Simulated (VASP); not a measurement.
Consider the following.

```yaml
crystal:
  lattice:
    - [3.26636, 0.00000, 0.00000]
    - [-1.63318, 2.82875, 0.00000]
    - [0.00000, 0.00000, 5.25875]
  atoms:
    - { symbol: Zn, position: [0.33333, 0.66667, 0.49945] }
    - { symbol: Zn, position: [0.66667, 0.33333, 0.99945] }
    - { symbol: O, position: [0.66667, 0.33333, 0.37956] }
    - { symbol: O, position: [0.33333, 0.66667, 0.87956] }
```

Computed with PBE GGA with D3 dispersion (Becke-Johnson damping), VASP's PBE PAW potentials (set 64) (plane waves; VASP 6.6.1). Numerical set-up: 520 eV cut-off, 18×18×10 Γ-centred mesh, Gaussian smearing of 0.010 eV, potentials Zn O.

Q: Estimate the energy per atom (σ→0), band gap (on the k-mesh) with the smallest direct gap where there is one.

A: 
```yaml
band gap (on the k-mesh): 0.75 eV
smallest direct gap (on the k-mesh): 0.75 eV
energy per atom (σ→0): -4.683 eV/atom
```

Only differences to runs with the same potentials and settings are physical.

The structure comes from a measured ZnO entry (P6_3mc) of the Crystallography Open Database, whose conditions weren't checked. It was relaxed first.
